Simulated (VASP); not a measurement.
# Fe on the In site in InSe, part 8 of 9

Aim: the formation energy and local structure of Fe on the In site in InSe. The start is a cell from a database of measured crystal structures.

VASP 6.6.1, plane waves and PAW; the level of theory is named at each step.

So far. Step 8 (The defect cell, charge 0): The 4 first neighbours (In and Se) lie 2.69 Å from the site on average (2.66 to 2.77) in the perfect crystal and 2.46 Å on average from the atom on it after the relaxation (-8.4 %, spread from 2.38 to 2.71 Å). Step 8 (The defect cell, charge 0): Levels at the Fermi energy are partly filled: the carrier is shared among close levels or spread over a band.

The database entry behind the starting cell differs from later determinations by our own check (c about 1.7 % long), so it need not match the best structure at ambient conditions.

## 9. Relaxing the defect, charge -1

Level of this step: PBEsol, spin-polarised from a ferromagnetic start; plane waves and PAW (Fe, In, Se) (VASP).

This cell carries charge -1, set by NELECT and balanced by a uniform background.

The input, INCAR:

```
SYSTEM = In15FeSe16
PREC = Normal
ENCUT = 300
EDIFF = 1E-05
NELM = 120
ISMEAR = 0
SIGMA = 0.05
LREAL = Auto
ALGO = Fast
GGA = PS
NELECT = 150
NBANDS = 100
ISPIN = 2
MAGMOM = 3.5 0 0 0 0 0 0 0 0 0 0 0 0 0 0 0 0 0 0 0 0.6 0.6 0.6 0 0 0 0 0 0 0 0 0
LASPH = .TRUE.
LMAXMIX = 4
LORBIT = 11
LWAVE = True
LCHARG = .FALSE.
NCORE = 4
IBRION = 2
NSW = 50
ISIF = 2
EDIFFG = -0.03
POTIM = 0.4
MAXMIX = 40
ISYM = 0
```

The input, POSCAR:

```
In15FeSe16
1.0
    8.0574741478      0.0000000000      0.0000000000
   -4.0287370740      6.9779773024      0.0000000000
    0.0000000000      0.0000000000     17.0109036546
Fe In Se
1 15 16
Direct
    0.3363862000      0.1701990000      0.8319748600
    0.3333333300      0.6666666700      0.8313921100
    0.8333333300      0.1666666700      0.8313921100
    0.8333333300      0.6666666700      0.8313921100
    0.1666666700      0.3333333300      0.3313921100
    0.1666666700      0.8333333300      0.3313921100
    0.6666666700      0.3333333300      0.3313921100
    0.6666666700      0.8333333300      0.3313921100
    0.3191783300      0.1585453500      0.6682996700
    0.3333333300      0.6666666700      0.6686078900
    0.8333333300      0.1666666700      0.6686078900
    0.8333333300      0.6666666700      0.6686078900
    0.1666666700      0.3333333300      0.1686078900
    0.1666666700      0.8333333300      0.1686078900
    0.6666666700      0.3333333300      0.1686078900
    0.6666666700      0.8333333300      0.1686078900
    0.3333333300      0.1666666700      0.4070008600
    0.3333333300      0.6666666700      0.4070008600
    0.8333333300      0.1666666700      0.4070008600
    0.8333333300      0.6666666700      0.4070008600
    0.1674545000      0.3345061300      0.9052687000
    0.1629726700      0.8341914000      0.9061777100
    0.6691761900      0.3365986900      0.9040931000
    0.6666666700      0.8333333300      0.9070008600
    0.3333333300      0.1666666700      0.0929991400
    0.3333333300      0.6666666700      0.0929991400
    0.8333333300      0.1666666700      0.0929991400
    0.8333333300      0.6666666700      0.0929991400
    0.1666666700      0.3333333300      0.5929991400
    0.1666666700      0.8333333300      0.5929991400
    0.6666666700      0.3333333300      0.5929991400
    0.6666666700      0.8333333300      0.5929991400
```

The input, KPOINTS:

```
Automatic mesh
0
Gamma
2 2 1
0 0 0
```

The projector-augmented-wave data sets are Fe, In and Se (PBE family, release 64).

Started as:

```console
$ mpirun -np 4 vasp_std
```

The program printed:

```text
[... set-up lines as in an earlier step ...]
 entering main loop
       N       E                     dE             d eps       ncg     rms          rms(c)
DAV:   1     0.635862846678E+03    0.63586E+03   -0.38919E+04  1616   0.775E+02
DAV:   2    -0.502328056304E+02   -0.68610E+03   -0.65501E+03  1908   0.169E+02
DAV:   3    -0.128122204258E+03   -0.77889E+02   -0.76338E+02  1944   0.637E+01
DAV:   4    -0.131153271458E+03   -0.30311E+01   -0.29967E+01  2096   0.171E+01
DAV:   5    -0.131245626841E+03   -0.92355E-01   -0.92170E-01  1992   0.228E+00BRMIX: very serious problems
 the old and the new charge density differ
 old charge density:   149.00000 new  150.00000
    0.254E+01
RMM:   6    -0.146975292703E+03   -0.15730E+02   -0.11183E+02  1836   0.281E+01    0.700E+01
RMM:   7    -0.129103225048E+03    0.17872E+02   -0.22436E+01  1613   0.182E+01    0.311E+01
RMM:   8    -0.126459403766E+03    0.26438E+01   -0.10637E+01  1697   0.669E+00    0.192E+01
RMM:   9    -0.124880594420E+03    0.15788E+01   -0.22906E+00  1714   0.376E+00    0.122E+01
RMM:  10    -0.124500670792E+03    0.37992E+00   -0.85215E-01  1760   0.196E+00    0.557E+00
RMM:  11    -0.124328690592E+03    0.17198E+00   -0.54055E-01  1721   0.157E+00    0.264E+00
RMM:  12    -0.124323952071E+03    0.47385E-02   -0.54429E-02  1747   0.568E-01    0.147E+00
RMM:  13    -0.124325272381E+03   -0.13203E-02   -0.18327E-02  1724   0.324E-01    0.141E+00
RMM:  14    -0.124321046186E+03    0.42262E-02   -0.52524E-03  1715   0.246E-01    0.169E+00
RMM:  15    -0.124314418984E+03    0.66272E-02   -0.20507E-02  1775   0.384E-01    0.258E+00
RMM:  16    -0.124317712670E+03   -0.32937E-02   -0.23633E-03  1640   0.173E-01    0.268E+00
RMM:  17    -0.124305475179E+03    0.12237E-01   -0.95504E-03  1852   0.246E-01    0.949E-01
RMM:  18    -0.124316584711E+03   -0.11110E-01   -0.67499E-03  1829   0.254E-01    0.685E-01
RMM:  19    -0.124319388341E+03   -0.28036E-02   -0.30840E-03  1706   0.194E-01    0.858E-01
RMM:  20    -0.124319902536E+03   -0.51419E-03   -0.62532E-04  1574   0.797E-02    0.875E-01
RMM:  21    -0.124319781179E+03    0.12136E-03   -0.63215E-04  1511   0.748E-02    0.858E-01
RMM:  22    -0.124320880259E+03   -0.10991E-02   -0.27429E-03  1874   0.159E-01    0.626E-01
RMM:  23    -0.124323157515E+03   -0.22773E-02   -0.63609E-03  2037   0.240E-01    0.629E-01
RMM:  24    -0.124323077120E+03    0.80395E-04   -0.81928E-04  1782   0.794E-02    0.223E-01
RMM:  25    -0.124323517796E+03   -0.44068E-03   -0.83776E-04  1815   0.836E-02    0.133E-01
RMM:  26    -0.124323844115E+03   -0.32632E-03   -0.15756E-04  1505   0.391E-02    0.115E-01
RMM:  27    -0.124323935029E+03   -0.90914E-04   -0.69266E-05  1338   0.242E-02    0.480E-02
RMM:  28    -0.124323967794E+03   -0.32764E-04   -0.33842E-05  1207   0.147E-02    0.355E-02
RMM:  29    -0.124323980694E+03   -0.12900E-04   -0.22716E-05  1104   0.126E-02    0.212E-02
RMM:  30    -0.124323986659E+03   -0.59652E-05   -0.14200E-05  1006   0.101E-02
   1 F= -.12432399E+03 E0= -.12431309E+03  d E =-.124324E+03  mag=     4.2768
 curvature:   0.00 expect dE= 0.000E+00 dE for cont linesearch  0.000E+00
 trial: gam= 0.00000 g(F)=  0.283E+00 g(S)=  0.000E+00 ort = 0.000E+00 (trialstep = 0.100E+01)
 search vector abs. value=  0.283E+00
 bond charge predicted
       N       E                     dE             d eps       ncg     rms          rms(c)
DAV:   1    -0.124488885418E+03   -0.16490E+00   -0.11740E+01  1728   0.705E+00    0.291E+00
RMM:   2    -0.124551886655E+03   -0.63001E-01   -0.39063E-01  1600   0.153E+00    0.138E+00
RMM:   3    -0.124567780193E+03   -0.15894E-01   -0.64664E-02  1702   0.743E-01    0.130E+00
RMM:   4    -0.124566502083E+03    0.12781E-02   -0.15607E-02  1773   0.306E-01    0.852E-01
RMM:   5    -0.124565664053E+03    0.83803E-03   -0.26487E-03  1714   0.123E-01    0.661E-01
RMM:   6    -0.124565150918E+03    0.51314E-03   -0.20138E-03  1614   0.108E-01    0.194E-01
RMM:   7    -0.124565354097E+03   -0.20318E-03   -0.44343E-04  1555   0.632E-02    0.999E-02
RMM:   8    -0.124565377937E+03   -0.23840E-04   -0.15109E-04  1454   0.374E-02    0.106E-01
RMM:   9    -0.124565358918E+03    0.19019E-04   -0.84527E-05  1353   0.195E-02    0.515E-02
RMM:  10    -0.124565363856E+03   -0.49385E-05   -0.29835E-05  1155   0.124E-02
   2 F= -.12456536E+03 E0= -.12455430E+03  d E =-.241377E+00  mag=     4.2493
[... from here on, the cycles between the ionic steps are left out ...]
   3 F= -.12480700E+03 E0= -.12479569E+03  d E =-.483013E+00  mag=     4.1784
   4 F= -.12485311E+03 E0= -.12484193E+03  d E =-.461142E-01  mag=     4.1827
   5 F= -.12486238E+03 E0= -.12485132E+03  d E =-.553810E-01  mag=     4.1834
   6 F= -.12488392E+03 E0= -.12487282E+03  d E =-.215404E-01  mag=     4.1854
   7 F= -.12489763E+03 E0= -.12488649E+03  d E =-.352510E-01  mag=     4.1891
   8 F= -.12490982E+03 E0= -.12489866E+03  d E =-.121936E-01  mag=     4.1862
   9 F= -.12491023E+03 E0= -.12489906E+03  d E =-.126022E-01  mag=     4.1858
  10 F= -.12491687E+03 E0= -.12490577E+03  d E =-.663438E-02  mag=     4.1809
  11 F= -.12491859E+03 E0= -.12490755E+03  d E =-.835738E-02  mag=     4.1768
  12 F= -.12492447E+03 E0= -.12491353E+03  d E =-.587640E-02  mag=     4.1700
  13 F= -.12492495E+03 E0= -.12491407E+03  d E =-.635557E-02  mag=     4.1668
  14 F= -.12492831E+03 E0= -.12491754E+03  d E =-.336672E-02  mag=     4.1623
  15 F= -.12492848E+03 E0= -.12491773E+03  d E =-.353480E-02  mag=     4.1617
  16 F= -.12493006E+03 E0= -.12491928E+03  d E =-.157646E-02  mag=     4.1603
  17 F= -.12493014E+03 E0= -.12491936E+03  d E =-.165726E-02  mag=     4.1608
 curvature:  -1.69 expect dE=-0.682E-03 dE for cont linesearch -0.140E-06
 trial: gam= 0.30420 g(F)=  0.402E-03 g(S)=  0.000E+00 ort = 0.130E-04 (trialstep = 0.274E+01)
 search vector abs. value=  0.601E-03
 bond charge predicted
       N       E                     dE             d eps       ncg     rms          rms(c)
DAV:   1    -0.124929978525E+03    0.15928E-03   -0.12693E-01  1632   0.748E-01    0.167E-01
RMM:   2    -0.124930585233E+03   -0.60671E-03   -0.67119E-03  1600   0.190E-01    0.647E-02
RMM:   3    -0.124930688168E+03   -0.10294E-03   -0.11020E-03  1743   0.872E-02    0.441E-02
RMM:   4    -0.124930691648E+03   -0.34796E-05   -0.14813E-04  1490   0.326E-02    0.304E-02
RMM:   5    -0.124930688352E+03    0.32957E-05   -0.28092E-05  1166   0.152E-02
  18 F= -.12493069E+03 E0= -.12491992E+03  d E =-.549755E-03  mag=     4.1579
 trial-energy change:   -0.000550  1 .order   -0.000606   -0.001115   -0.000098
 step:   3.1738(harm=  3.0073)  dis= 0.00663  next Energy=  -124.930696 (dE=-0.557E-03)
 reached required accuracy - stopping structural energy minimisation
 writing wavefunctions
```

Elapsed: 10 min, on 4 MPI ranks of Intel Xeon Platinum 8488C (Sapphire Rapids), shared host; peak memory 0.93 GiB.

From OUTCAR (step 9):

```text
NELECT = 150

 ion  position               nearest neighbor table
   1  0.336  0.170  0.832-  23 2.63  21 2.64  22 2.66   9 2.79
   2  0.333  0.667  0.831-  21 2.64  24 2.66  22 2.68  10 2.77
   3  0.833  0.167  0.831-  23 2.64  21 2.65  24 2.66  11 2.77
   4  0.833  0.667  0.831-  23 2.61  22 2.63  24 2.66  12 2.77
   5  0.167  0.333  0.331-  17 2.66  19 2.66  18 2.66  13 2.77
   6  0.167  0.833  0.331-  18 2.66  20 2.66  17 2.66  14 2.77
   7  0.667  0.333  0.331-  19 2.66  17 2.66  20 2.66  15 2.77
   8  0.667  0.833  0.331-  20 2.66  18 2.66  19 2.66  16 2.77
   9  0.319  0.159  0.668-  30 2.61  29 2.62  31 2.74   1 2.79  12 3.94  11 3.95  10 4.02
  10  0.333  0.667  0.669-  30 2.66  32 2.66  29 2.66   2 2.77   9 4.02
  11  0.833  0.167  0.669-  31 2.66  29 2.66  32 2.66   3 2.77   9 3.95
  12  0.833  0.667  0.669-  32 2.66  30 2.66  31 2.66   4 2.77   9 3.94
  13  0.167  0.333  0.169-  25 2.66  27 2.66  26 2.66   5 2.77
  14  0.167  0.833  0.169-  26 2.66  28 2.66  25 2.66   6 2.77
  15  0.667  0.333  0.169-  27 2.66  25 2.66  28 2.66   7 2.77
  16  0.667  0.833  0.169-  28 2.66  26 2.66  27 2.66   8 2.77
  17  0.333  0.167  0.407-   5 2.66   7 2.66   6 2.66
  18  0.333  0.667  0.407-   6 2.66   8 2.66   5 2.66
  19  0.833  0.167  0.407-   7 2.66   5 2.66   8 2.66
  20  0.833  0.667  0.407-   8 2.66   6 2.66   7 2.66
  21  0.167  0.335  0.905-   2 2.64   1 2.64   3 2.65
  22  0.163  0.834  0.906-   4 2.63   1 2.66   2 2.68
  23  0.669  0.337  0.904-   4 2.61   1 2.63   3 2.64
  24  0.667  0.833  0.907-   4 2.66   2 2.66   3 2.66
  25  0.333  0.167  0.093-  13 2.66  15 2.66  14 2.66
[...]
31  0.667  0.333  0.593-  11 2.66  12 2.66   9 2.74
  32  0.667  0.833  0.593-  12 2.66  10 2.66  11 2.66

   k-points           NKPTS =      4   k-points in BZ     NKDIM =      4   number of bands    NBANDS=    100

 E-fermi :   2.9330

 spin component 1
 k-point     1 :       0.0000    0.0000    0.0000
  band No.  band energies     occupation
    ...
     73       1.6718      1.00000
     74       1.7424      1.00000
     75       2.2208      1.00000
     76       2.2224      1.00000
     77       2.7749      1.00000
     78       2.9499      0.31646
     79       3.6253      0.00000
     80       3.6513      0.00000
     81       3.6523      0.00000
     82       3.6639      0.00000
    ...

 k-point     2 :       0.5000    0.0000    0.0000
  band No.  band energies     occupation
    ...
     73       1.5598      1.00000
     74       1.7330      1.00000
     75       1.8972      1.00000
     76       2.0700      1.00000
     77       2.6943      1.00000
     78       4.2751      0.00000
     79       4.2931      0.00000
     80       4.3066      0.00000
     81       4.3140      0.00000
     82       4.3440      0.00000
    ...

  Total        7.7328116      7.7332719      6.4933324     -0.0123135     -0.0183621      0.0053973
  in kB       12.9536498     12.9544209     10.8773314     -0.0206270     -0.0307593      0.0090413
  external PRESSURE =      12.2618007 kB  Pullay stress =       0.0000000 kB

 POSITION                                       TOTAL-FORCE (eV/Angst)
 -----------------------------------------------------------------------------------
      2.00775      1.16529     14.40951         0.005354     -0.004350      0.015529
      0.00236      4.66104     14.08666        -0.000104     -0.002344     -0.009693
      6.04143      1.15886     14.08592        -0.005078      0.001124      0.004633
      4.01896      4.66066     14.08548        -0.002348     -0.007378      0.009953
     -0.00115      2.32679      5.64410        -0.004285      0.000123      0.007268
     -2.01433      5.81344      5.64347         0.000348     -0.004858      0.005230
      4.02977      2.32615      5.64340         0.004187      0.003228      0.004405
      2.01507      5.81481      5.64356        -0.002990      0.000462      0.025454
      2.00615      1.15930     11.72469        -0.005786     -0.002179     -0.010137
     -0.02756      4.63914     11.31118        -0.007456     -0.000534     -0.011817
      6.03424      1.18191     11.31202         0.019070     -0.001013     -0.012708
      4.03933      4.63680     11.31177         0.006744      0.018652     -0.015574
     -0.00103      2.32628      2.86496         0.005481      0.003465     -0.002971
     -2.01437      5.81345      2.86389         0.000546      0.007793      0.000217
      4.02979      2.32638      2.86394        -0.006035     -0.000978      0.001176
      2.01448      5.81491      2.86445        -0.001447      0.001131     -0.003968
      2.01438      1.16275      6.92603         0.000111     -0.000196     -0.002399
      0.00112      4.65256      6.93300         0.003560      0.002470     -0.007982
      6.04295      1.16160      6.93322         0.001631     -0.002148     -0.008343
      4.02789      4.65196      6.93317        -0.000472      0.001705     -0.008102
      0.07913      2.28359     15.30538         0.008637     -0.010985      0.007087
     -2.01867      5.91328     15.30715        -0.002656      0.017288      0.002831
      3.94039      2.28050     15.30011        -0.009100     -0.005145      0.007917
      2.01042      5.81907     15.39826         0.004962     -0.003681     -0.003660
[...]
-----------------------------------------------------------------------------------
    total drift:                               -0.027173     -0.000417     -0.024446

  FREE ENERGIE OF THE ION-ELECTRON SYSTEM (eV)
  ---------------------------------------------------
  free  energy   TOTEN  =      -124.9306883522 eV

  energy  without entropy=     -124.9091570085  energy(sigma->0) =     -124.91992268

 magnetization (x)
# of ion       s       p       d       tot
------------------------------------------
    1        0.025   0.074   3.130   3.229
    2       -0.004   0.020   0.007   0.024
    3       -0.004   0.020   0.007   0.024
    4       -0.004   0.020   0.007   0.024
    5       -0.002   0.002   0.000  -0.001
    6       -0.002   0.002   0.000  -0.001
    7       -0.002   0.002   0.000  -0.001
    8       -0.001   0.003   0.000   0.002
    9        0.044  -0.000   0.007   0.051
   10       -0.004   0.001   0.001  -0.003
   11       -0.004   0.000   0.001  -0.003
   12       -0.004   0.000   0.001  -0.003
   13       -0.002   0.001   0.000  -0.001
   14       -0.002   0.001   0.000  -0.001
   15       -0.002   0.001   0.000  -0.001
   16       -0.001   0.003   0.000   0.002
   17       -0.001  -0.001  -0.000  -0.001
   18       -0.000  -0.001  -0.000  -0.002
   19       -0.000  -0.001  -0.000  -0.002
   20       -0.000  -0.001  -0.000  -0.002
   21        0.003   0.083   0.003   0.090
   22        0.003   0.083   0.003   0.090
   23        0.003   0.084   0.003   0.090
[...]
--------------------------------------------------
tot          0.036   0.482   3.173   3.691

[... 5 parts as in an earlier step ...]

[... 9 further parts left out ...]
```

The steps of the relaxation:

```tsv
step	energy less that of the first step (eV)	largest force (eV/Å)
1	0.0000	1.4466
2	-0.2414	0.9250
3	-0.4830	0.4867
4	-0.5291	0.3565
5	-0.5384	0.3101
6	-0.5599	0.2191
7	-0.5736	0.2460
8	-0.5858	0.1643
9	-0.5862	0.2047
10	-0.5929	0.1813
11	-0.5946	0.1664
12	-0.6005	0.0645
13	-0.6010	0.1026
14	-0.6043	0.0618
15	-0.6045	0.0658
16	-0.6061	0.0444
17	-0.6062	0.0416
18	-0.6067	0.0256
```

The atoms that moved most (Å):

```tsv
atom	dx	dy	dz	length
In9	0.073	0.053	0.356	0.368
Fe1	-0.017	-0.022	0.257	0.258
Se22	0.029	0.092	-0.108	0.145
Se23	-0.095	-0.068	-0.079	0.142
Se21	0.078	-0.051	-0.094	0.132
Se31	-0.076	-0.043	0.029	0.092
Se30	-0.007	0.078	0.025	0.082
Se29	0.062	-0.042	0.027	0.080
```

Final coordinates:

```xyz
32
Lattice="8.0575 0.0000 0.0000 -4.0287 6.9780 0.0000 0.0000 0.0000 17.0109" Properties=species:S:1:pos:R:3 pbc="T T T"
Fe    2.0077    1.1653   14.4095
In    0.0024    4.6610   14.0867
In    6.0414    1.1589   14.0859
In    4.0190    4.6607   14.0855
In   -0.0012    2.3268    5.6441
In   -2.0143    5.8134    5.6435
In    4.0298    2.3261    5.6434
In    2.0151    5.8148    5.6436
In    2.0062    1.1593   11.7247
In   -0.0276    4.6391   11.3112
In    6.0342    1.1819   11.3120
In    4.0393    4.6368   11.3118
In   -0.0010    2.3263    2.8650
In   -2.0144    5.8134    2.8639
In    4.0298    2.3264    2.8639
In    2.0145    5.8149    2.8645
Se    2.0144    1.1628    6.9260
Se    0.0011    4.6526    6.9330
Se    6.0430    1.1616    6.9332
Se    4.0279    4.6520    6.9332
Se    0.0791    2.2836   15.3054
Se   -2.0187    5.9133   15.3072
Se    3.9404    2.2805   15.3001
Se    2.0104    5.8191   15.3983
Se    2.0137    1.1632    1.5799
Se    0.0017    4.6527    1.5739
Se    6.0434    1.1612    1.5739
Se    4.0270    4.6528    1.5737
Se    0.0622    2.2838   10.1144
Se   -2.0218    5.8930   10.1120
Se    3.9523    2.2830   10.1161
Se    2.0073    5.8123   10.0470
```

This step gave:

```
electronic cycles                                 : 149
electrons                                         : 150
free energy (TOTEN)                               : -124.9307 eV
energy at zero smearing                           : -124.9199 eV
Fermi energy                                      : 2.933 eV
moment of the cell, from the last line of the log : 4.158 μB
```

Spin moment in the PAW sphere by element, in μB:

```tsv
element	atoms	mean	spread (r.m.s.)	least	largest
Fe	1	3.23	0.00	3.23	3.23
In	15	0.01	0.02	0.00	0.05
Se	16	0.02	0.03	0.00	0.09
```

The atoms nearest the centre:

```tsv
atom	distance (Å)	spin moment in the PAW sphere (μB)
Fe1	0.27	3.23
In9	2.42	0.05
Se23	2.51	0.09
Se22	2.51	0.09
Se21	2.52	0.09
In2	4.02	0.02
In4	4.03	0.02
In3	4.03	0.02
Se25	4.45	0.00
Se31	4.61	0.03
Se29	4.61	0.03
Se30	4.62	0.03
Se24	4.81	0.00
In11	4.92	0.00
```

The run ended after 18 ionic steps, 0.607 eV below its first step, once the forces on the free atoms met EDIFFG = -0.03.

The 4 first neighbours (In and Se) lie 2.69 Å from the site on average (2.66 to 2.77) in the perfect crystal and 2.47 Å on average from the atom on it after the relaxation (-7.9 %, spread from 2.40 to 2.68 Å).

Levels at the Fermi energy are partly filled: the carrier is shared among close levels or spread over a band.

(Continued in part 9 of 9.)

[Lines on the potential files, build, host, timing and source positions are cut from VASP's logs without a mark.]

[Logs are printed without paths, hosts, clocks, repeated set-up lines and the standing remarks that a program may print on its own settings, such as how far it seeks lower states.]

[Hosts, paths, dates, database ids (printed as entryN), source tags and the programs' standing remarks are cut or masked in the printed files.]

[In band tables of VASP the shares of atoms and orbitals are scaled to a sum of 1 inside the atoms' spheres.]

[Runs that stopped without an error message from VASP are left out.]
